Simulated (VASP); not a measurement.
The system is Ti.

```xyz
2
Lattice="2.9357 0.0000 0.0000 -1.4679 2.5424 0.0000 0.0000 0.0000 4.6409" Properties=species:S:1:pos:R:3 pbc="T T T"
Ti    0.0000    1.6949    1.1602
Ti    1.4679    0.8475    3.4806
```

```yaml
Program: VASP 6.6.1
Task: relaxation of cell and atoms
Functional: PBE
Dispersion: D3(BJ)
Potentials_or_basis: VASP PAW PBE potentials, release 64 (Ti_sv)
Cutoff: 600 eV
k_mesh: 18 × 18 × 10
Occupations: gaussian, width 0.1 eV
Spin: no spin polarisation
```

At the start: pressure -5.7 GPa; volume 17.32 Å³/atom.

Q: How do energy, volume and symmetry change on relaxing?

A: Over 6 steps the energy falls by 15.9 meV/atom and the volume is 16.47 Å³/atom (-4.9 %); space group P6_3/mmc (No. 194, to 0.05 Å).

The path:
| step | energy change (eV) | largest force (eV/Å) | pressure (GPa) | volume (Å³) |
| --- | --- | --- | --- | --- |
| 1 | 0.0000 | 0.0000 | -5.67 | 34.64 |
| 2 | -0.0128 | 0.0000 | 4.98 | 31.66 |
| 3 | -0.0317 | 0.0000 | -0.01 | 32.92 |
| 4 | -0.0317 | 0.0000 | 0.08 | 32.88 |
| 5 | -0.0318 | 0.0000 | -0.01 | 32.92 |
| 6 | -0.0318 | 0.0000 | -0.02 | 32.93 |

Final structure:
```
Ti
1.0
     2.88482    0.00000    0.00000
    -1.44241    2.49833    0.00000
     0.00000    0.00000    4.56919
Ti
2
Direct
  0.33333 0.66667 0.25000
  0.66667 0.33333 0.75000
```

Caveat: pairwise dispersion overbinds metals, which lowers pressure and volume.
